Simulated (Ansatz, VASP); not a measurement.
## MnSe in VASP and in Ansatz

```
CELL_PARAMETERS angstrom
0.00000 2.72000 2.72000
2.72000 0.00000 2.72000
2.72000 2.72000 0.00000
ATOMIC_POSITIONS crystal
Mn 0.00000 0.00000 0.00000
Se 0.50000 0.50000 0.50000
```

Alike in both runs: task single point; functional LDA; k mesh 11 × 11 × 11; occupations fermi-dirac, width 0.05 eV; collinear spin; Hubbard terms Mn d U = 2.0 eV.

|  | VASP | Ansatz |
| --- | --- | --- |
| version | VASP 6.6.1 | Ansatz 0.2.0 |
| potentials or method | VASP PAW LDA potentials, release 64 (Mn_pv, Se) | plane waves, PAW |
| plane-wave cutoff (eV) | 520 | 420 |
| valence electrons in the cell | 19 | 31 |

|  | VASP | Ansatz | Ansatz less VASP |
| --- | --- | --- | --- |
| gap on the k mesh at the Fermi level (eV) | none | none | - |
| net moment per atom (μB) | 2.45 | 2.48 | +0.026 |
| size of the moment on the site where the two differ most (μB) | 4.42 | 4.44 | +0.023 |

Site moments also hang on the region over which each program counts them. The programs project onto different local orbitals, so the same U acts differently. A gap of «none» marks a metal or a gap that the smearing closes. The two sets of potentials don't hold the same shells in valence. Ansatz warned: «filled_band_counts_differ_across_k_points».

Caveats: a cell with one magnetic atom can't hold antiferromagnetic order, which such compounds often take. The state reached can hang on the start; a lower one may exist.
